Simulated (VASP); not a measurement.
Crystal: HfIn4SiO6.

```
Hf In Si O
1.0
     5.33162    0.01593   -0.04837
    -2.57933    4.88198   -0.01914
    -1.51813   -1.22216    9.45525
Hf In Si O
1 4 1 6
Direct
  0.23802 0.06928 0.40279
  0.14547 0.57471 0.87038
  0.52445 0.72220 0.34881
  0.57313 0.31316 0.12096
  0.88250 0.38531 0.56415
  0.88112 0.94770 0.03773
  0.26442 0.40613 0.48868
  0.95713 0.78886 0.48788
  0.83989 0.63938 0.98584
  0.99055 0.00270 0.21370
  0.13665 0.20373 0.97864
  0.56667 0.94684 0.00044
```

The cell was built by a generator and needn't be a form met in nature.

```yaml
Program: VASP 6.6.1
Task: relaxation of cell and atoms
Functional: revPBE
Potentials_or_basis: VASP PAW PBE potentials, release 64 (Hf_pv, In_d, Si, O)
Cutoff: 600 eV
k_mesh: 6 × 6 × 3
Occupations: fermi-dirac, width 0.05 eV
Spin: no spin polarisation
```

At the start: pressure 1.4 GPa; volume 20.49 Å³/atom.

Task: Where does the relaxation end?

Result: Over 34 steps the energy falls by 2.5 meV/atom and the volume is 21.15 Å³/atom (+3.2 %); space group P1 (No. 1, to 0.05 Å).

The path:
```
step  energy change (eV)  largest force (eV/Å)  pressure (GPa)  volume (Å³)
   1              0.0000                0.1448            1.43       245.86
   2             -0.0088                0.5236           -0.89       252.42
   3             -0.0184                0.3063            0.05       249.63
   4             -0.0248                0.2197            0.04       251.50
   5             -0.0251                0.1593            0.05       251.18
   6             -0.0270                0.0805            0.05       251.84
   7             -0.0270                0.0802            0.03       251.84
   8             -0.0280                0.0547            0.04       252.26
   9             -0.0282                0.1265            0.04       252.52
  10             -0.0289                0.0753            0.01       252.81
  11             -0.0293                0.0523           -0.02       253.25
  12             -0.0294                0.0323           -0.01       253.26
  13             -0.0295                0.0462            0.00       253.27
  14             -0.0295                0.1034            0.02       253.28
  15             -0.0296                0.0653            0.01       253.27
  16             -0.0297                0.0545            0.01       253.28
  17             -0.0299                0.0329            0.01       253.32
  18             -0.0299                0.0536            0.02       253.38
  19             -0.0300                0.0243            0.03       253.35
  20             -0.0300                0.0202            0.01       253.40
  21             -0.0301                0.0412           -0.01       253.52
  22             -0.0301                0.0267            0.00       253.48
  23             -0.0301                0.0219            0.00       253.52
  24             -0.0302                0.0163            0.00       253.57
  25             -0.0302                0.0298            0.01       253.68
  26             -0.0303                0.0159           -0.01       253.73
  27             -0.0303                0.0192           -0.01       253.77
  28             -0.0303                0.0160           -0.01       253.77
  29             -0.0304                0.0112            0.00       253.74
  30             -0.0304                0.0121            0.01       253.74
  31             -0.0304                0.0113            0.00       253.76
  32             -0.0304                0.0136            0.00       253.76
  33             -0.0304                0.0105            0.01       253.77
  34             -0.0305                0.0091            0.01       253.78
```

Final structure:
```
Hf In Si O
1.0
     5.38083    0.02138   -0.05171
    -2.59836    4.93771   -0.02388
    -1.53825   -1.24960    9.55870
Hf In Si O
1 4 1 6
Direct
  0.23513 0.06828 0.40161
  0.14488 0.57499 0.87096
  0.52389 0.72063 0.35034
  0.57193 0.31425 0.11989
  0.88181 0.38697 0.56279
  0.88216 0.94812 0.03879
  0.26063 0.40186 0.48643
  0.96012 0.79127 0.48694
  0.83996 0.64170 0.98617
  0.99528 0.00224 0.21361
  0.13448 0.20153 0.97946
  0.56973 0.94816 0.00301
```

Caveat: the PAW data sets were made with another functional, which shifts forces and pressure a little.
